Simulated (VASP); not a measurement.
Output of a VASP run:

File OSZICAR:
```
       N       E                     dE             d eps       ncg     rms          rms(c)
DAV:   1     0.215841681416E+03    0.21584E+03   -0.15605E+04  1056   0.122E+03
DAV:   2    -0.207676544659E+01   -0.21792E+03   -0.21370E+03  1194   0.331E+02
DAV:   3    -0.132204446064E+02   -0.11144E+02   -0.11109E+02  1272   0.768E+01
DAV:   4    -0.133368365443E+02   -0.11639E+00   -0.11634E+00  1218   0.770E+00
DAV:   5    -0.133389709758E+02   -0.21344E-02   -0.21343E-02  1290   0.100E+00    0.118E+01
DAV:   6    -0.122739358566E+02    0.10650E+01   -0.25521E+00  1390   0.168E+01    0.921E+00
DAV:   7    -0.122573183225E+02    0.16618E-01   -0.89485E-01  1206   0.551E+00    0.397E+00
DAV:   8    -0.122519860894E+02    0.53322E-02   -0.13588E-01  1230   0.394E+00    0.590E-01
DAV:   9    -0.122502322534E+02    0.17538E-02   -0.24438E-02  1276   0.208E+00    0.189E-01
DAV:  10    -0.122502881944E+02   -0.55941E-04   -0.19233E-03  1204   0.512E-01    0.114E-01
DAV:  11    -0.122503657223E+02   -0.77528E-04   -0.22006E-04  1274   0.108E-01    0.112E-01
DAV:  12    -0.122504323075E+02   -0.66585E-04   -0.21707E-04  1176   0.849E-02    0.365E-02
DAV:  13    -0.122504423452E+02   -0.10038E-04   -0.40155E-05  1182   0.406E-02    0.198E-02
DAV:  14    -0.122504419283E+02    0.41686E-06   -0.40202E-06  1134   0.117E-02
   1 F= -.12250442E+02 E0= -.12250442E+02  d E =-.396264E-12
```

**OUTCAR**
```
------------------------ aborting loop because EDIFF is reached ----------------------------------------
  FORCE on cell =-STRESS in cart. coord.  units (eV):
  Direction    XX          YY          ZZ          XY          YZ          ZX
  --------------------------------------------------------------------------------------
  Total        1.5100290      1.5100289      1.6075335      0.0000000      0.0000000      0.0000000
  in kB       24.2546662     24.2546639     25.8208208      0.0000000      0.0000000      0.0000000
  external PRESSURE =      24.7767170 kB  Pullay stress =       0.0000000 kB
  volume of cell :       99.75
      direct lattice vectors                 reciprocal lattice vectors
     2.070000000 -3.585345000  0.000000000     0.241545894 -0.139456593  0.000000000
     2.070000000  3.585345000  0.000000000     0.241545894  0.139456593  0.000000000
     0.000000000  0.000000000  6.720000000     0.000000000  0.000000000  0.148809524
  FREE ENERGIE OF THE ION-ELECTRON SYSTEM (eV)
  ---------------------------------------------------
  free  energy   TOTEN  =       -12.2504419283 eV

  energy  without entropy=      -12.2504419283  energy(sigma->0) =      -12.25044193
```
(Selected blocks of OUTCAR.)

File POSCAR:
```
CdS
1
    2.0700000000    -3.5853450000     0.0000000000
    2.0700000000     3.5853450000     0.0000000000
    0.0000000000     0.0000000000     6.7200000000
Cd S
2 2
Direct
  0.6666670000   0.3333330000   0.5000000000
  0.3333330000   0.6666670000   0.0000000000
  0.6666670000   0.3333330000   0.8770000000
  0.3333330000   0.6666670000   0.3770000000
```

Q: Write an INCAR and KPOINTS that could have produced this output.

A: This is not unique; one that fits is the input of the run itself, PBE GGA, plane waves, VASP's PBE PAW potentials (set 64).

INCAR:
```
ISIF = 2
LMAXMIX = 4   ! l cut-off of mixed one-centre charges
PREC = Accurate
LASPH = .True.   ! aspherical one-centre terms
SYSTEM = CdS
EDIFF = 1E-6   ! SCF stop (eV)
LREAL = .False.   ! projection in real space or not
SIGMA = 0.05   ! width (eV)
ALGO = Normal   ! blocked Davidson
ENCUT = 400   ! plane-wave cut-off (eV)
NELM = 100
LCHARG = .False.
GGA = PE   ! PBE
ISMEAR = 0
LWAVE = .False.
```

File KPOINTS:
```
Automatic mesh
0
Gamma
7 7 4
0 0 0
```

POTCAR, in this order: Cd S (PBE.64 set). Program: vasp_std.

The compound is CdS in the wurtzite structure. The cell was not relaxed at this level.
